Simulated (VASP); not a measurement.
An input for Quantum ESPRESSO's pw.x (written as the equivalent of a VASP run, and not itself run):

```
&CONTROL
  calculation = 'scf'
  pseudo_dir = './pseudo'
  outdir = './out'
  tprnfor = .true.
  tstress = .true.
/
&SYSTEM
  ibrav = 0
  nat = 4
  ntyp = 2
  ecutwfc = 84
  occupations = 'smearing'
  smearing = 'gaussian'
  degauss = 0.003675
  input_dft = 'pbe'
/
&ELECTRONS
  conv_thr = 7.3e-08
  electron_maxstep = 100
/
ATOMIC_SPECIES
  Pb 207.200 Pb.upf
  O 15.999 O.upf
CELL_PARAMETERS angstrom
     3.9687320    0.0000000    0.0000000
     0.0000000    3.9873450    0.0000000
     0.0000000    0.0000000    5.0422390
ATOMIC_POSITIONS crystal
  Pb   0.5000000  0.0000000  0.7650000
  Pb   0.0000000  0.5000000  0.2350000
  O    0.5000000  0.5000000  0.0000000
  O    0.0101980  0.0000000  0.0000000
K_POINTS automatic
  5 5 4 0 0 0
```

Task: Translate this input to VASP (INCAR, KPOINTS, POSCAR, choice of POTCAR).

Result: This is not unique; one that fits is 
INCAR:
```
SYSTEM = PbO
PREC = Accurate
ENCUT = 520
EDIFF = 1E-6
NELM = 100
ALGO = Normal
LREAL = .FALSE.
LASPH = .TRUE.
ISMEAR = 0
SIGMA = 0.05
GGA = PE
LMAXMIX = 4
LWAVE = .FALSE.
LCHARG = .FALSE.
ISIF = 2
```

### POSCAR
```
PbO
1
    3.9687320000     0.0000000000     0.0000000000
    0.0000000000     3.9873450000     0.0000000000
    0.0000000000     0.0000000000     5.0422390000
Pb O
2 2
Direct
  0.5000000000   0.0000000000   0.7650000000
  0.0000000000   0.5000000000   0.2350000000
  0.5000000000   0.5000000000   0.0000000000
  0.0101980000   0.0000000000   0.0000000000
```

**KPOINTS**
```
Automatic mesh
0
Gamma
5 5 4
0 0 0
```

POTCAR, in this order: Pb_d O (PBE.64 set). Program: vasp_std.

Limits of the translation: the potentials are each code's own (VASP's PAW set, PseudoDojo norm-conserving files in pw.x), so ENCUT and ecutwfc are chosen apart and not converted; conv_thr bounds pw.x's estimated SCF error, while EDIFF bounds the energy change between steps.

The compound is PbO in the litharge structure. The cell was not relaxed at this level.
